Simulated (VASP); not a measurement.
Data:

```xyz
2
Lattice="3.4343 0.0000 0.0000 -1.7171 2.9742 0.0000 0.0000 0.0000 4.6650" Properties=species:S:1:pos:R:3 pbc="T T T"
Mg     0.0000     0.0000     0.0000
Sn     1.7171     0.9914     2.3325
```

The numbers are results of PBEsol GGA with spin-orbit coupling, VASP's PBE PAW potentials (set 64) (plane waves; VASP), not measurements. Numerical set-up: 400 eV cut-off, 11×11×7 Γ-centred mesh, Gaussian smearing of 0.050 eV, potentials Mg Sn_d.

Q: Give the energies of bands 11 to 23 at the high-symmetry points, in eV from the Fermi level.

A: 
| band | Γ | M | K | A | L | H |
|---|---|---|---|---|---|---|
| 11 | -10.28 | -6.78 | -6.03 | -9.59 | -6.16 | -5.44 |
| 12 | -10.28 | -6.78 | -6.02 | -9.59 | -6.16 | -5.44 |
| 13 | -2.77 | -4.67 | -3.43 | -6.30 | -3.90 | -2.74 |
| 14 | -2.77 | -4.67 | -3.24 | -6.30 | -3.90 | -2.48 |
| 15 | -1.37 | 0.32 | -3.04 | 5.41 | -2.81 | -2.28 |
| 16 | -1.37 | 0.32 | -2.84 | 5.41 | -2.81 | -1.94 |
| 17 | 5.10 | 2.23 | 1.09 | 5.98 | -0.91 | -1.94 |
| 18 | 5.10 | 2.23 | 1.10 | 5.98 | -0.91 | -1.89 |
| 19 | 5.61 | 2.33 | 3.48 | 6.33 | 2.88 | 0.25 |
| 20 | 5.61 | 2.33 | 3.48 | 6.33 | 2.88 | 0.26 |
| 21 | 8.78 | 3.09 | 3.81 | 7.25 | 6.32 | 0.59 |
| 22 | 8.78 | 3.09 | 3.93 | 7.25 | 6.32 | 0.61 |
| 23 | 8.82 | 3.31 | 4.00 | 9.69 | 6.36 | 10.02 |

It has no gap at this level: it comes out as a metal or semimetal.

The structure comes from a computed database's MgSn entry (P-6m2); how it stands against other phases isn't given here. It was relaxed first.
